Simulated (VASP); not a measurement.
Runs of VASP 6.6.1 on NaF (Villiaumite). It takes space group Fm-3m (No. 225, cubic). The conventional cell has a = 4.694 Å, b = 4.694 Å, c = 4.694 Å, α = 90.00°, β = 90.00°, γ = 90.00°. Na (site symmetry m-3m) is surrounded by 6 F at 2.35 Å. Around F (site symmetry m-3m) lie 6 Na at 2.35 Å. 

```csv
task,cell,gap on the mesh (eV),pressure (GPa)
relaxation of the atoms,atoms relaxed,6.10,0.0
relaxation of the atoms,atoms relaxed from: a relaxed cell with its volume scaled by 0.96,6.31,2.1
relaxation of the atoms,atoms relaxed from: a relaxed cell with its volume scaled by 1.04,(b),-1.7
relaxation of the atoms,atoms relaxed from: a relaxed cell with its volume scaled by 0.98,6.20,0.9
relaxation of the atoms,atoms relaxed from: a relaxed cell with its volume scaled by 1.06,5.81,-2.3
relaxation of cell and atoms,relaxed,6.10,0.0
relaxation of the atoms,atoms relaxed from: a relaxed cell with its volume scaled by 0.94,(a),3.3
```

Alike in all rows: level PBE; potentials or basis VASP PAW PBE potentials, release 64 (Na_pv, F); no spin polarisation; k mesh 10 × 10 × 10; cutoff (eV) 600; smearing gaussian 0.03 eV.

Q: Estimate the missing entries.

A: (a) 6.43; (b) 5.90.

Caveats: the relaxation stopped at its first step, so nothing moved (some runs).

A k mesh can miss the band edges.
